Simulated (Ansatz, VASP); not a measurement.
## AlN: VASP beside Ansatz

Aim: how closely do two programs agree when they are given the same cell, functional and k mesh? The cell is taken from a series of runs on this material, whose earlier steps may have relaxed, scaled, displaced or heated it; both programs get it as it stands.

Main program and level: Ansatz 0.2.0; plane waves, with VASP 6.6.1 beside it; G0W0 gap at HSE06 form with 10 % exact exchange, screening 0.2078 1/A with an exact-exchange share of 0.1.

## 1. The structure

The structure is hexagonal, space group P6_3mc (No. 186). The conventional cell has a = 3.113 Å, b = 3.113 Å, c = 4.981 Å, α = 90.00°, β = 90.00°, γ = 120.00°. Al has 4 N at 1.89 Å nearest. N has 4 Al at 1.89 Å nearest. Farther neighbours and most contacts between anions are not listed.

## 2. Ansatz: G0W0 gap, HSE06 form with 10 % exact exchange, screening 0.2078 1/A with an exact-exchange share of 0.1

Ansatz runs on its PAW soft_1 files.

Quasiparticle shifts depend on high empty states and on the cores, so they are the hardest test of two PAW sets.

input.yaml reads:

```yaml
crystal:
  lattice:
    - [3.113, 0.0, 0.0]
    - [-1.5565, 2.695937082, 0.0]
    - [0.0, 0.0, 4.981]
  atoms:
    - { symbol: Al, position: [0.3333333333, 0.6666666667, 0.0] }
    - { symbol: Al, position: [0.6666666667, 0.3333333333, 0.5] }
    - { symbol: "N", position: [0.3333333333, 0.6666666667, 0.38] }
    - { symbol: "N", position: [0.6666666667, 0.3333333333, 0.88] }
kpoints:
  mp_grid: { grid: [9, 9, 4] }
hamiltonian:
  xc:
    exchange: pbe
    correlation: pbe
    exx: { coeff: 0.1, omega: 0.2078 }
  pseudopotentials: { kind: paw, azcp: { folder: soft_1 } }
scf:
  occupations: { method: fixed }
gw:
  n_empty_bands: 174
  ecut_chi: 150.0
  qp_bands: [v2, c2]
  qp_kpoints: band_edges
  screening: { model: contour_deformation }
```

Started as:

```bash
ansatz run input.yaml --threads 3 --pin off --max-ram 92160MiB --backend cuda --events-out ev --progress --plain --runs-dir out --devices 1 --max-vram 13GiB
```

Numbers of over 12 decimals in the logs are rounded to 6 here.

The program printed:

```text
GPUs: using 1 of 1 available (devices: 1).
Engine: ansatz 0.2.0, x86_64-unknown-linux-gnu
Pseudopotentials: kind: paw
Pseudopotential: Al, paw, valence charge 3, recommended cutoff 420 eV (normal), soft_1/Al.paw.azcp
Pseudopotential: N, paw, valence charge 5, recommended cutoff 420 eV (normal), soft_1/N.paw.azcp
Functional definition: unnamed
  parameter a_1 = 0.1
  parameter omega_1 = 0.2078/angstrom
  exchange = pbe_x + (-a_1)*pbe_x_sr(omega_1) + a_1*exact_x_sr(omega_1)
  correlation = pbe_c
davidson cushion auto → on  (no smearing: the cushion is to keep the highest requested band from converging to the state above it; pin scf.eigensolver.cushion to override)
device memory: the entry about to start is reckoned to put 0.7 GiB on a device that reports 23.9 GiB free (of which the cap on the GPU budget leaves the run 13.0 GiB)
GPU FFT provider: cuFFT
GPU libraries: cuBLAS 13.8.2, cuFFT 12.4.0, cuSOLVER 12.3.4
Crystal: 4 atoms, lattice volume = 41.803 Å³
Basis set: ecut = 420 eV, 809 PW (Γ)
Bands: 12, of which v1, the nominal top of the filled ones, is band 8 counted from 1 (7 counted from 0)
Symmetry: 12 space group operations
Space group: P63mc (ITA 186), of the structure as read, at distance tolerance 3.5e-5 Å
k-points: 36 of 324 (time reversal used)
Non-local potential: Al, projectors of the file, l = 0: 2, l = 1: 2, l = 2: 1
Non-local potential: N, projectors of the file, l = 0: 2, l = 1: 2, l = 2: 1
PAW form: soft (Blöchl's): semilocal exchange-correlation on the pseudo side does not see the compensation charge
PAW frozen core: Al, regenerated for the run's functional, and the local potential with it (the file was generated under x = pbe(κ = 0.804, μ = 0.219515), c = pbe(β = 0.066725))
PAW frozen core: N, regenerated for the run's functional, and the local potential with it (the file was generated under x = pbe(κ = 0.804, μ = 0.219515), c = pbe(β = 0.066725))
PAW one-centre angular grid: Al, 110 points (default); XC on 64 Gauss nodes
PAW one-centre angular grid: N, 110 points (default); XC on 64 Gauss nodes
Initial density: superposition of atomic densities (chi_scale 0.1, normalization cell, long waves kept (reshape's long-wave potential 0.00 eV rms))
Initial wavefunctions: pseudopotential atomic-orbital guess
GPU buffer pool allocated for 20736 grid points (all kernels)
GPU transforms: local potential and band sums: pruned to the plane-wave sphere, on 24×24×36
Functional: x = pbe(κ = 0.804, μ = 0.219515), c = pbe(β = 0.066725), warm-up for x = pbe(κ = 0.804, μ = 0.219515) + 0.1 (exact − pbe) at short range (hse, ω = 0.2078 Å⁻¹), c = pbe(β = 0.066725)
SCF iter   1: F=—  HF=-1851.403383 eV  |F-HF|=—  |Δ(HF+E_count)|=         —  Δρ=1.39e-1  dr2=9.87e0  ethr=1.00e-1  ⟨swp⟩=4.4  Hψ=1692  notcnv=0
preconditioner: auto → none  [insulator: Δε(μ)=5.475 eV  Ē_g=14.258 eV  n_scr=2 (ndim 8)  ℏωp=23.0 eV  f_vac=0.000]
SCF iter   2: F=—  HF=-1848.914995 eV  |F-HF|=—  |Δ(HF+E_count)|=    2.49e0  Δρ=7.61e-2  dr2=1.44e0  ethr=6.17e-2  ⟨swp⟩=3.0  Hψ=1243  notcnv=0
iter 3 solved again at ethr=7.49e-4 eV; its pass at ethr=8.98e-3 eV (dr2=1.20e-1 eV) is discarded
SCF iter   3: F=—  HF=-1848.518951 eV  |F-HF|=—  |Δ(HF+E_count)|=   3.96e-1  Δρ=2.42e-2  dr2=1.19e-1  ethr=7.49e-4  ⟨swp⟩=2.3  Hψ=2136  notcnv=0  defer=1
SCF iter   4: F=—  HF=-1848.506797 eV  |F-HF|=—  |Δ(HF+E_count)|=   1.22e-2  Δρ=3.56e-3  dr2=2.48e-3  ethr=7.46e-4  ⟨swp⟩=2.0  Hψ=1008  notcnv=0
SCF iter   5: F=-1848.506049 eV  HF=-1848.506221 eV  |F-HF|=1.72e-4  |Δ(HF+E_count)|=   5.76e-4  Δρ=1.23e-3  dr2=2.63e-4  ethr=1.55e-5  ⟨swp⟩=4.1  Hψ=1383  notcnv=0  defer=4
SCF 1 stopped early in 5 iterations: F = -1848.506049 eV  dr2 = 2.63e-4
  greatest PAW one-centre occupation: 0.790 electrons in one spin orbital (limit 2), on the N atom at site 3 (counted from 0), in its partial waves of l = 0
device memory: the entry about to start is reckoned to put 1.5 GiB on a device that reports 22.3 GiB free (of which the cap on the GPU budget leaves the run 13.0 GiB)
GPU FFT provider: cuFFT
GPU libraries: cuBLAS 13.8.2, cuFFT 12.4.0, cuSOLVER 12.3.4
Initial density: handed on by an earlier stage of this run
Initial wavefunctions: those handed on with the density
GPU buffer pool allocated for 20736 grid points (all kernels)
GPU transforms: local potential and band sums: pruned to the plane-wave sphere, on 24×24×36
Functional: x = pbe(κ = 0.804, μ = 0.219515) + 0.1 (exact − pbe) at short range (hse, ω = 0.2078 Å⁻¹), c = pbe(β = 0.066725)
[...]
E sigma→0 (E₀):  -1848.866025 eV
Fermi energy:    6.750429 eV
--- Per-component energies (eV) ---
  E_band       = 21.290658
  E_kinetic    = 313.777414
  E_local      = -420.737105  (includes V_loc(G=0)·N_el)
  E_nonlocal   = 88.260940
  E_hartree    = 155.726928
  E_xc         = -183.260331
  E_vxc        = -197.411755  (∫ρ·V_xc dr)
  E_exx        = -14.309826  (= α·E_x^exact, valence–valence)
  E_paw        = -1196.608347  (= ΣΔE_a)
  E_vpaw       = -45.433895  (= ΣTr[D̂ρ^β])
  E_aug_tail   = 0.001775  (compensation charges beyond the density's cutoff)
  E_ewald      = -591.663270
  E_core_change = -0.054203  (= ΣΔE_core)
  E_smearing   = -0.000000  (= −TS)
  E_closure    = 0.000000  (closes the sum)
  Σ components = -1848.866025   (vs F -1848.866025, Δ=2.27e-13)
--- Band table (eV; the first three rows and the last of 36) ---
  k-point 0: bands = ["-8.9879", "-6.7950", "0.5910", "5.8892", "5.8892", "6.5648", "6.5648", "6.7504", "11.5006", "14.0058"]
  k-point 1: bands = ["-8.7451", "-7.2352", "1.4121", "5.5286", "5.9830", "5.9830", "6.4607", "6.4607", "12.4698", "14.1282"]
  k-point 2: bands = ["-8.0788", "-8.0788", "3.3374", "3.3374", "6.2166", "6.2166", "6.2166", "6.2166", "13.8073", "13.8073"]
  k-point 35: bands = ["-6.3957", "-6.3957", "1.7905", "1.7905", "2.8127", "2.8127", "5.9436", "5.9436", "14.7690", "14.7690"]
  guard bands above this table: 2 of the run's 12 bands. The solve was not asked for them (output.publish_guard_bands: true or output.eigenvalues: true publishes all)
--- G₀W₀: contour deformation, 6 samples at zero and on the imaginary axis and 2 off it, 324 q-points, 174 empty bands' worth ---
  eigenvalues of the whole cell's RPA ε∞ on this k-mesh (on a slab, of 1 + 4πα/V) = 3.8932, 3.8932, 4.0603; static W/v taken at q = 0 is 0.252262
  bands read: the sum over 182 bands ends inside a degenerate multiplet in 1 slot, whose members it reads at an even weight; the widest, k=0: bands 182 to 183 (counted from 1) at 1/2 each
  gw.qp_kpoints: band_edges: 19 of 36 stored k-points solved, in 1 pass; an edge of the gap read off the rows below is read off those points alone
    valence top: of the k-points left out ik 7 came nearest to being solved in a further pass, in band 8 (counted from 1, as in the quasiparticle table): it holds the edge there only if its correction is more favourable than any solved in that band by at least 0.539 eV; those differ by 0.198 eV
    conduction bottom: of the k-points left out ik 25 came nearest to being solved in a further pass, in band 9 (counted from 1, as in the quasiparticle table): it holds the edge there only if its correction is more favourable than any solved in that band by at least 0.909 eV; those differ by 0.358 eV
    ik  band        ε_KS         Σx   Σc(E_QP)       V_xc       Z   E_QP_lin       E_QP  E_QP is
     0     7      6.5648   -21.6920     2.9380   -18.0124  0.7934     5.8188     5.8233  root
     0     8      6.7504   -21.7854     2.9192   -18.1452  0.7931     6.0253     6.0294  root
     0     9     11.5006    -9.6705    -3.8495   -14.1790  0.8268    12.1621    12.1596  root
     0    10     14.0058    -7.8725    -4.3200   -12.9205  0.8330    14.7374    14.7338  root
     1     7      6.4607   -21.6984     2.9718   -17.9730  0.7929     5.7024     5.7070  root
     1     8      6.4607   -21.6984     2.9718   -17.9730  0.7929     5.7024     5.7070  root
     1     9     12.4698    -9.9670    -3.9397   -14.6125  0.8210    13.1787    13.1756  root
     1    10     14.1282    -8.1476    -4.3516   -13.2389  0.8290    14.8717    14.8679  root
     2     7      6.2166   -21.6967     3.0377   -17.8804  0.7919     5.4330     5.4381  root
     2     8      6.2166   -21.6967     3.0377   -17.8804  0.7919     5.4330     5.4381  root
     2     9     13.8073    -9.2307    -4.2885   -14.2781  0.8188    14.5703    14.5662  root
     2    10     13.8073    -9.2307    -4.2885   -14.2781  0.8188    14.5703    14.5662  root
     3     7      6.5362   -21.7514     2.9561   -18.0507  0.7932     5.7871     5.7916  root
     3     8      6.6782   -21.7829     2.9376   -18.1174  0.7928     5.9460     5.9503  root
     3     9     12.1992    -9.9972    -3.8928   -14.5847  0.8221    12.8968    12.8939  root
     3    10     14.6276    -8.0605    -4.4082   -13.2328  0.8283    15.3959    15.3917  root
     4     7      6.2885   -21.5669     3.0021   -17.7923  0.7922     5.5110     5.5160  root
     4     8      6.4003   -21.7144     2.9895   -17.9649  0.7927     5.6356     5.6403  root
     4     9     12.9185    -9.8784    -4.0308   -14.6341  0.8185    13.6468    13.6433  root
     4    10     14.7134    -8.3313    -4.4511   -13.5546  0.8235    15.4900    15.4855  root
     5     7      6.0893   -21.6336     3.0597   -17.7819  0.7915     5.2919     5.2973  root
     5     8      6.0893   -21.6336     3.0597   -17.7819  0.7915     5.2919     5.2973  root
     5     9     14.1641    -9.1756    -4.3622   -14.3040  0.8149    14.9347    14.9303  root
     5    10     14.1641    -9.1756    -4.3622   -14.3040  0.8149    14.9347    14.9303  root
[...]
33     7      4.3069   -20.7739     3.3814   -16.4737  0.7822     3.3788     3.3881  root
    33     8      4.3069   -20.7739     3.3814   -16.4737  0.7822     3.3788     3.3881  root
    33     9     12.3245    -4.8093    -4.0764    -9.2943  0.8426    12.7342    12.7331  root
    33    10     15.7463    -7.5255    -4.7347   -13.0010  0.8045    16.4924    16.4871  root
    35     7      5.9436   -21.7349     3.0982   -17.8374  0.7902     5.1389     5.1444  root
    35     8      5.9436   -21.7349     3.0982   -17.8374  0.7902     5.1389     5.1444  root
    35     9     14.7690    -6.7043    -4.5062   -11.8431  0.8160    15.4051    15.4016  root
    35    10     14.7690    -6.7043    -4.5062   -11.8431  0.8160    15.4051    15.4016  root
```

(Continued in part 2 of 2.)

[Lines on the potential files, build, host, timing and source positions are cut from VASP's logs without a mark.]

[Logs are printed without paths, hosts, clocks, repeated set-up lines and the standing remarks that a program may print on its own settings, such as how far it seeks lower states.]

[Hosts, paths, dates, database ids (printed as entryN), source tags and the programs' standing remarks are cut or masked in the printed files.]
